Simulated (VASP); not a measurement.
Computed with PBE GGA, VASP's PBE PAW potentials (set 64) (plane waves; VASP).

The input files of a VASP run:

File POSCAR:
```
PtS2
1
    1.7700000000    -3.0657300000     0.0000000000
    1.7700000000     3.0657300000     0.0000000000
    0.0000000000     0.0000000000     5.0400000000
Pt S
1 2
Direct
  0.0000000000   0.0000000000   0.0000000000
  0.3333330000   0.6666670000   0.2300000000
  0.6666670000   0.3333330000   0.7700000000
```

**KPOINTS**
```
Automatic mesh
0
Monkhorst-Pack
8 8 5
0 0 0
```

### INCAR
```
! general
SYSTEM =PtS2
PREC   =Accurate
ENCUT  =400
LREAL  =.FALSE.
LASPH  =.TRUE.

! electronic loop
EDIFF  =1E-6
NELM   =100
ALGO   =Normal
LMAXMIX=6

! smearing
ISMEAR =0
SIGMA  =0.05

! functional
GGA    =PE

! ions
ISIF   =2

! output
LWAVE  =.FALSE.
LCHARG =.FALSE.
```

POTCAR, in this order: Pt S (PBE.64 set). Program: vasp_std.

The resulting files:

File OUTCAR:
```
 ion  position               nearest neighbor table
   1  0.000  0.000  0.000-   2 2.35   3 2.35   3 2.35   2 2.35   3 2.35   2 2.35
   2  0.333  0.667  0.230-   1 2.35   1 2.35   1 2.35
   3  0.667  0.333  0.770-   1 2.35   1 2.35   1 2.35
  LATTYP: Found a hexagonal cell.
 ALAT       =     3.5400000611
 C/A-ratio  =     1.4237287890
 Subroutine PRICEL returns:
 Original cell was already a primitive cell.
 Subroutine GETGRP returns: Found 12 space group operations
The static configuration has the point symmetry D_3d.
The dynamic configuration has the point symmetry D_3d.
 Subroutine INISYM returns: Found 12 space group operations
 Subroutine IBZKPT returns following result:
 Found     92 irreducible k-points:

 Following reciprocal coordinates:
            Coordinates               Weight
  0.062500  0.062500  0.000000      6.000000
  0.187500  0.062500  0.000000     12.000000
  0.312500  0.062500  0.000000     12.000000
  0.437500  0.062500  0.000000     12.000000
 -0.437500  0.062500  0.000000     12.000000
 -0.312500  0.062500  0.000000     12.000000
 -0.187500  0.062500  0.000000     12.000000
...
```

**OSZICAR**
```
       N       E                     dE             d eps       ncg     rms          rms(c)
DAV:   1     0.101773461834E+03    0.10177E+03   -0.91936E+03  2816   0.105E+03
DAV:   2    -0.124112372912E+02   -0.11418E+03   -0.11199E+03  3545   0.226E+02
DAV:   3    -0.166395455688E+02   -0.42283E+01   -0.42118E+01  3537   0.483E+01
DAV:   4    -0.166852696269E+02   -0.45724E-01   -0.45712E-01  3608   0.545E+00
DAV:   5    -0.166861378950E+02   -0.86827E-03   -0.86824E-03  3719   0.711E-01    0.203E+01
DAV:   6    -0.155142757033E+02    0.11719E+01   -0.78636E+00  2809   0.293E+01    0.130E+01
DAV:   7    -0.153231047683E+02    0.19117E+00   -0.13213E+00  2844   0.127E+01    0.627E+00
DAV:   8    -0.153026146254E+02    0.20490E-01   -0.73894E-02  3376   0.211E+00    0.127E+00
DAV:   9    -0.152978609209E+02    0.47537E-02   -0.14829E-02  3341   0.138E+00    0.213E-01
DAV:  10    -0.152981290049E+02   -0.26808E-03   -0.16793E-03  3621   0.310E-01    0.105E-01
DAV:  11    -0.152981743308E+02   -0.45326E-04   -0.64624E-05  3492   0.668E-02    0.374E-02
DAV:  12    -0.152981764300E+02   -0.20992E-05   -0.14357E-05  3558   0.379E-02    0.931E-03
DAV:  13    -0.152981777421E+02   -0.13120E-05   -0.12286E-06  2850   0.929E-03    0.376E-03
DAV:  14    -0.152981779988E+02   -0.25671E-06   -0.27480E-07  2192   0.424E-03
   1 F= -.15298178E+02 E0= -.15298178E+02  d E =-.110650E-14
```

**OUTCAR**
```
------------------------ aborting loop because EDIFF is reached ----------------------------------------
  FORCE on cell =-STRESS in cart. coord.  units (eV):
  Direction    XX          YY          ZZ          XY          YZ          ZX
  --------------------------------------------------------------------------------------
  Total        3.6295149      3.6295151      3.0820932      0.0000000      0.0000000      0.0000000
  in kB      106.3142457    106.3142506     90.2793973      0.0000000      0.0000000      0.0000000
  external PRESSURE =     100.9692979 kB  Pullay stress =       0.0000000 kB
  volume of cell :       54.70
      direct lattice vectors                 reciprocal lattice vectors
     1.770000000 -3.065730000  0.000000000     0.282485876 -0.163093293  0.000000000
     1.770000000  3.065730000  0.000000000     0.282485876  0.163093293  0.000000000
     0.000000000  0.000000000  5.040000000     0.000000000  0.000000000  0.198412698
 POSITION                                       TOTAL-FORCE (eV/Angst)
 -----------------------------------------------------------------------------------
      0.00000      0.00000      0.00000         0.000000     -0.000000      0.000000
      1.77000      1.02191      1.15920        -0.000000      0.000000      1.015097
      1.77000     -1.02191      3.88080         0.000000      0.000000     -1.015097
 -----------------------------------------------------------------------------------
    total drift:                               -0.000000     -0.000000      0.000000
  FREE ENERGIE OF THE ION-ELECTRON SYSTEM (eV)
  ---------------------------------------------------
  free  energy   TOTEN  =       -15.2981779988 eV

  energy  without entropy=      -15.2981779988  energy(sigma->0) =      -15.29817800
```
(Selected blocks of OUTCAR.)

The compound is PtS2 in the 1T layered structure. The cell was not relaxed at this level. The run is one of a series of settings (KPOINTS 8×8×5 Monkhorst-Pack mesh against the base run), some of them coarse on purpose.
